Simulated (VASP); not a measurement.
Data:

```
CELL_PARAMETERS angstrom
      0.00000     2.35000     2.35000
      2.35000     0.00000     2.35000
      2.35000     2.35000     0.00000
ATOMIC_POSITIONS crystal
  Zr 0.00000 0.00000 0.00000
  C  0.50000 0.50000 0.50000
```

These are PBEsol GGA, VASP's PBE PAW potentials (set 64) (plane waves; VASP) values and carry that method's errors. Run with 400 eV cut-off, 10×10×10 Γ-centred mesh, Fermi-Dirac smearing of 0.14 eV, potentials Zr_sv C.

At this cut-off the stress carries a Pulay error, which pulls relaxed volumes low. Energy and stress use the plane-wave basis of the starting cell.

Question: The ions, cell shape and volume are relaxed. Give the cell that the relaxation ends in.

Answer: 
```
CELL_PARAMETERS angstrom
      0.00000     2.33337     2.33337
      2.33337     0.00000     2.33337
      2.33337     2.33337     0.00000
ATOMIC_POSITIONS crystal
  Zr 0.00000 0.00000 0.00000
  C  0.50000 0.50000 0.50000
```
Space group Fm-3m (225), at a tolerance of 0.03 Å.

Question: How do energy and volume change from the first to the last step?

Answer: The energy (σ→0) changes by -4.5 meV/atom and the volume by -2.1 %, in 3 ionic steps.

The structure is a typed ZrC crystal (Fm-3m). This run relaxes it. Symmetry was kept, so distortions that lower it aren't found. The run is one of a series of settings (EDIFFG = -0.01, IBRION = 2, ISIF = 3, NSW = 50 against the base run), some of them coarse on purpose.
